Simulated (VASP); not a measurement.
Given:

```
CdAs2
1.0
   -3.97797     3.97797     2.32965
    3.97797    -3.97797     2.32965
    3.97797     3.97797    -2.32965
Cd As
2 4
Direct
  0.75000   0.25000   0.50000
  0.00000   0.00000   0.00000
  0.37500   0.56674   0.69174
  0.31674   0.12500   0.69174
  0.87500   0.68326   0.30826
  0.43326   0.62500   0.30826
```

Computed with PBEsol GGA, VASP's PBE PAW potentials (set 64) (plane waves; VASP). Numerical set-up: 400 eV cut-off, 13×13×13 Γ-centred mesh, Gaussian smearing of 0.010 eV, potentials Cd As.

Give the direction-averaged independent-particle dielectric function (no local fields, no excitons; a broadening of 0.1 eV leaves a tail below the gap, and fine structure carries the noise of the k-mesh).

```csv
ħω (eV),ε₁,ε₂
0.00,17.10,0.00
0.20,17.21,0.11
0.50,17.83,0.33
0.80,19.33,0.88
1.10,21.29,2.64
1.40,22.31,5.27
1.70,24.08,9.73
2.00,23.61,15.64
2.20,21.12,20.48
2.50,11.26,23.68
2.80,7.04,21.81
3.10,1.99,21.04
3.40,0.45,17.48
3.70,-0.45,15.45
4.00,-1.63,15.12
4.30,-4.10,12.45
4.50,-3.71,10.95
4.80,-4.03,9.85
5.10,-4.12,8.53
5.40,-4.22,7.12
5.70,-3.78,6.46
6.00,-3.77,6.03
6.30,-3.57,5.01
6.60,-3.60,4.42
6.80,-3.46,3.99
7.10,-3.13,3.43
7.40,-3.09,2.96
7.70,-2.67,2.53
8.00,-2.33,2.32
8.30,-2.13,1.98
8.60,-1.81,1.84
8.90,-1.60,1.77
```
ε₂ peaks at 2.4 eV (height 24.8); ε₁(0) averages 17.10, so the electronic refractive index below the gap tends to √17.10 = 4.14.

The structure comes from a computed database's CdAs2 entry (I4_122); how it stands against other phases isn't given here. It was relaxed first.
